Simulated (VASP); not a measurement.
These are PBE GGA, VASP's PBE PAW potentials (set 64) (plane waves; VASP) values and carry that method's errors.

VASP input:

**KPOINTS**
```
Automatic
0
Gamma
17 17 17
0 0 0
```

POSCAR:
```
Ag
1
    0.0000000000     2.0705759244     2.0705759244
    2.0705759244    -0.0000000000     2.0705759244
    2.0705759244     2.0705759244     0.0000000000
Ag
1
Direct
  0.0000000000   0.0000000000   0.0000000000
```

**INCAR**
```
! general
SYSTEM   =  Ag
PREC     =  Accurate
ENCUT    =  400
LREAL    =  .FALSE.
LASPH    =  .TRUE.

! electronic loop
EDIFF    =  1E-7
NELM     =  100
ALGO     =  Normal
LMAXMIX  =  4

! smearing
ISMEAR   =  -5

! functional
GGA      =  PE

! ions
ISIF     =  2

! output
LWAVE    =  .FALSE.
LCHARG   =  .TRUE.
LORBIT   =  11
NEDOS    =  601
```

POTCAR, in this order: Ag (PBE.64 set). Program: vasp_std.

What VASP printed:

OUTCAR:
```
 ion  position               nearest neighbor table
   1  0.000  0.000  0.000-
  LATTYP: Found a face centered cubic cell.
 ALAT       =     4.1411518488
 Subroutine PRICEL returns:
 Original cell was already a primitive cell.
 Subroutine GETGRP returns: Found 48 space group operations
The static configuration has the point symmetry O_h .
The dynamic configuration has the point symmetry O_h .
 Subroutine INISYM returns: Found 48 space group operations
 Subroutine IBZKPT returns following result:
 Found    165 irreducible k-points:

 Following reciprocal coordinates:
            Coordinates               Weight
  0.000000  0.000000  0.000000      1.000000
  0.058824  0.000000  0.000000      8.000000
  0.117647  0.000000  0.000000      8.000000
  0.176471  0.000000  0.000000      8.000000
  0.235294  0.000000  0.000000      8.000000
  0.294118  0.000000  0.000000      8.000000
  0.352941  0.000000  0.000000      8.000000
  0.411765  0.000000  0.000000      8.000000
  0.470588  0.000000  0.000000      8.000000
  0.058824  0.058824  0.000000      6.000000
  0.117647  0.058824  0.000000     24.000000
  0.176471  0.058824  0.000000     24.000000
  0.235294  0.058824  0.000000     24.000000
  0.294118  0.058824  0.000000     24.000000
  0.352941  0.058824  0.000000     24.000000
  0.411765  0.058824  0.000000     24.000000
  0.470588  0.058824  0.000000     24.000000
 -0.470588  0.058824  0.000000     24.000000
 -0.411765  0.058824  0.000000     24.000000
 -0.352941  0.058824  0.000000     24.000000
 -0.294118  0.058824  0.000000     24.000000
 -0.235294  0.058824  0.000000     24.000000
 -0.176471  0.058824  0.000000     24.000000
 -0.117647  0.058824  0.000000     24.000000
 -0.058824  0.058824  0.000000     12.000000
  0.117647  0.117647  0.000000      6.000000
  0.176471  0.117647  0.000000     24.000000
  0.235294  0.117647  0.000000     24.000000
  0.294118  0.117647  0.000000     24.000000
  0.352941  0.117647  0.000000     24.000000
  0.411765  0.117647  0.000000     24.000000
  0.470588  0.117647  0.000000     24.000000
 -0.470588  0.117647  0.000000     24.000000
 -0.411765  0.117647  0.000000     24.000000
 -0.352941  0.117647  0.000000     24.000000
 -0.294118  0.117647  0.000000     24.000000
 -0.235294  0.117647  0.000000     24.000000
 -0.176471  0.117647  0.000000     24.000000
 -0.117647  0.117647  0.000000     12.000000
  0.176471  0.176471  0.000000      6.000000
   k-points           NKPTS =    165   k-points in BZ     NKDIM =    165   number of bands    NBANDS=      9
   number of dos      NEDOS =    601   number of ions     NIONS =      1
   total plane-waves  NPLWV =   8000
   dimension x,y,z NGX =    20 NGY =   20 NGZ =   20
   dimension x,y,z NGXF=    40 NGYF=   40 NGZF=   40
   ions per type =               1
   PREC   = accura    normal or accurate (medium, high low for compatibility)
   ISTART =      0    job   : 0-new  1-cont  2-samecut
   ICHARG =      2    charge: 1-file 2-atom 10-const
   ISPIN  =      1    spin polarized calculation?
   LNONCOLLINEAR =      F non collinear calculations
   LSORBIT =      F    spin-orbit coupling
   INIWAV =      1    electr: 0-lowe 1-rand  2-diag
   ENCUT  =  400.0 eV  29.40 Ry    5.42 a.u.   4.78  4.78  4.78*2*pi/ulx,y,z
   NELM   =    100;   NELMIN=  2; NELMDL= -5     # of ELM steps
   EDIFF  = 0.1E-06   stopping-criterion for ELM
   LREAL  =      F    real-space projection
   NLSPLINE    = F    spline interpolate recip. space projectors
   LMAXMIX     =    4 max onsite mixed and CHGCAR
   VOSKOWN=      0    Vosko Wilk Nusair interpolation
...
```

**OSZICAR**
```
       N       E                     dE             d eps       ncg     rms          rms(c)
DAV:   1     0.322730968422E+02    0.32273E+02   -0.49249E+03  3394   0.874E+02
DAV:   2    -0.271850975842E+01   -0.34992E+02   -0.33207E+02  3040   0.173E+02
DAV:   3    -0.295999369791E+01   -0.24148E+00   -0.24141E+00  3527   0.175E+01
DAV:   4    -0.296049847846E+01   -0.50478E-03   -0.50472E-03  3298   0.757E-01
DAV:   5    -0.296050180023E+01   -0.33218E-05   -0.33225E-05  3385   0.569E-02    0.470E+00
DAV:   6    -0.272678835896E+01    0.23371E+00   -0.11428E+00  3025   0.115E+01    0.311E+00
DAV:   7    -0.272006444874E+01    0.67239E-02   -0.79022E-03  3203   0.960E-01    0.177E+00
DAV:   8    -0.271750134119E+01    0.25631E-02   -0.68585E-04  3081   0.260E-01    0.636E-02
DAV:   9    -0.271750986400E+01   -0.85228E-05   -0.84106E-06  3488   0.281E-02    0.136E-02
DAV:  10    -0.271751616579E+01   -0.63018E-05   -0.38749E-06  3256   0.244E-02    0.452E-03
DAV:  11    -0.271751565450E+01    0.51129E-06   -0.97769E-08  2483   0.335E-03    0.420E-04
DAV:  12    -0.271751558554E+01    0.68960E-07   -0.57129E-09  1566   0.847E-04
   1 F= -.27175156E+01 E0= -.27175156E+01  d E =0.000000E+00
```

### OUTCAR
```
------------------------ aborting loop because EDIFF is reached ----------------------------------------
  FORCE on cell =-STRESS in cart. coord.  units (eV):
  Direction    XX          YY          ZZ          XY          YZ          ZX
  --------------------------------------------------------------------------------------
  Total       -0.0036539     -0.0036539     -0.0036539      0.0000000      0.0000000      0.0000000
  in kB       -0.3297347     -0.3297347     -0.3297347      0.0000000      0.0000000      0.0000000
  external PRESSURE =      -0.3297347 kB  Pullay stress =       0.0000000 kB
  volume of cell :       17.75
      direct lattice vectors                 reciprocal lattice vectors
     0.000000000  2.070575924  2.070575924    -0.241478708  0.241478708  0.241478708
     2.070575924  0.000000000  2.070575924     0.241478708 -0.241478708  0.241478708
     2.070575924  2.070575924  0.000000000     0.241478708  0.241478708 -0.241478708
 POSITION                                       TOTAL-FORCE (eV/Angst)
 -----------------------------------------------------------------------------------
      0.00000      0.00000      0.00000         0.000000      0.000000      0.000000
 -----------------------------------------------------------------------------------
    total drift:                                0.000000      0.000000      0.000000
  FREE ENERGIE OF THE ION-ELECTRON SYSTEM (eV)
  ---------------------------------------------------
  free  energy   TOTEN  =        -2.7175155855 eV

  energy  without entropy=       -2.7175155855  energy(sigma->0) =       -2.71751559

 total charge

# of ion       s       p       d       tot
------------------------------------------
    1        0.409   0.275   9.157   9.840
```
(Selected blocks of OUTCAR.)

For a metal the tetrahedron method with Blöchl corrections gives inexact stress and forces.

The compound is Ag in the fcc structure. It was relaxed first.
